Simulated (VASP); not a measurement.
Here is the system:

```
Zn
1.0
    1.35536    -2.33525     0.00000
    1.35536     2.33525     0.00000
    0.00000     0.00000     4.81502
Zn
2
Direct
  0.33333   0.66667   0.25000
  0.70048   0.36715   0.75000
```

These are PBE GGA, VASP's PBE PAW potentials (set 64) (plane waves; VASP) values and carry that method's errors. Numerical set-up: 400 eV cut-off, KSPACING 0.5 per Å, first-order Methfessel-Paxton smearing of 0.10 eV, potentials Zn.

Gaps are read on the run's mesh, which can miss a band edge.

Estimate the energy per atom (σ→0), band gap (on the k-mesh) with the smallest direct gap where there is one.

```
Property                                                     Value
------------------------  ----------------------------------------
band gap (on the k-mesh)  none (metal, semimetal or under 0.01 eV)
energy per atom (σ→0)                               -1.072 eV/atom
```

Total energies compare only between runs with the same potentials, cut-off and functional.

The compound is Zn in the hcp structure. The cell was not relaxed at this level, atoms are displaced from their ideal sites. The run is one of a series of settings (KGAMMA = .TRUE., KSPACING = 0.5, KPOINTS file removed against the base run), some of them coarse on purpose.
